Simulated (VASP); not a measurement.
An input for Quantum ESPRESSO's pw.x (written as the equivalent of a VASP run, and not itself run):

```
&CONTROL
  calculation = 'vc-relax'
  pseudo_dir = './pseudo'
  outdir = './out'
  tprnfor = .true.
  tstress = .true.
  nstep = 40
  forc_conv_thr = 0.00078
/
&SYSTEM
  ibrav = 0
  nat = 2
  ntyp = 2
  ecutwfc = 62
  occupations = 'smearing'
  smearing = 'gaussian'
  degauss = 0.003675
  input_dft = 'pz'
/
&ELECTRONS
  conv_thr = 7.3e-08
  electron_maxstep = 100
/
&IONS
/
&CELL
  press = 200
/
ATOMIC_SPECIES
  Tl 204.380 Tl.upf
  Cl 35.450 Cl.upf
CELL_PARAMETERS angstrom
     3.3787100    0.0000000    0.0000000
    -0.0000000    3.3787100    0.0000000
     0.0000000    0.0000000    3.3787100
ATOMIC_POSITIONS crystal
  Tl   0.0000000  0.0000000  0.0000000
  Cl   0.5000000  0.5000000  0.5000000
K_POINTS automatic
  8 8 8 0 0 0
```

### Question
Write the VASP files for the same calculation (LDA).

### Answer
One answer among several that fit: 
KPOINTS:
```
Automatic mesh
0
Gamma
8 8 8
0 0 0
```

POSCAR:
```
TlCl
1.0
  3.3787100008   0.0000000000   0.0000000000
  0.0000000000   3.3787100008   0.0000000000
  0.0000000000   0.0000000000   3.3787100008
Tl Cl
1 1
Cart
  0.0000000000   0.0000000000   0.0000000000
  1.6893550004   1.6893550004   1.6893550004
```

**INCAR**
```
SYSTEM=TlCl
PREC=Accurate; ENCUT=500; LREAL=.False.
LASPH=.True.
EDIFF=1E-6; NELM=100; ALGO=Normal
LMAXMIX=4
ISMEAR=0; SIGMA=0.05
IBRION=2; NSW=40; ISIF=3
EDIFFG=-0.02; PSTRESS=200
LWAVE=.False.; LCHARG=.False.
```

POTCAR, in this order: Tl_d Cl (LDA.64 set). Program: vasp_std.

What does not carry over: the potentials are each code's own (VASP's PAW set, PseudoDojo norm-conserving files in pw.x), so ENCUT and ecutwfc are chosen apart and not converted; conv_thr bounds pw.x's estimated SCF error, while EDIFF bounds the energy change between steps; forc_conv_thr acts on force components and is met together with etot_conv_thr.

The compound is TlCl in the CsCl type structure. It was relaxed first under an external pressure of 20 GPa.
